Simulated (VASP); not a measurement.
Input of a VASP 6.6.1 run:

INCAR

```
ALGO = Normal ; EDIFF = 1E-7
ENCUT = 520 ; GGA = PE
ISIF = 2 ; ISMEAR = 0
LASPH = True ; LCHARG = False
LREAL = False ; LWAVE = False
NBANDS = 11 ; NELM = 100
PREC = Accurate ; SIGMA = 0.02
```

The input KPOINTS:

```
k-points
0
Gamma
  8 8 8
```

POSCAR

```
SiC
1.0
    0.0000000000      2.1790000000      2.1790000000
    2.1790000000      0.0000000000      2.1790000000
    2.1790000000      2.1790000000      0.0000000000
Si C
1 1
Direct
    0.0000000000      0.0000000000      0.0000000000
    0.2500000000      0.2500000000      0.2500000000
```

Potentials or basis: VASP PAW PBE potentials, release 64 (Si, C).

Launch:

```console
$ cat potpaw_PBE.64/Si/POTCAR potpaw_PBE.64/C/POTCAR > POTCAR
$ mpirun -np 1 vasp_std > vasp.out
```

Q: Predict the pressure.

A: 3.2 GPa.

Q: What does it give for the band gap on the k mesh?

A: 1.36 eV, indirect (least direct gap 4.54 eV).

**Measured values to compare with.**

“Insight into the structural, elastic and electronic properties of a new orthorhombic 6O-SiC polytype”, 2020, pmc:7200658 quotes, for a bulk crystal of SiC: band gap 2.4 eV (indirect).

A measured gap of SiC is 2.4 eV (indirect; quoted in “Insight into the structural, elastic and electronic properties of a new orthorhombic 6O-SiC polytype”, 2020, pmc:7200658); the calculated 1.36 eV misses it by -1.04 eV. The value is that of PBE on a finite k mesh, which can miss the band edges, without temperature or zero-point motion. Semilocal functionals fall short of measured gaps as a rule.
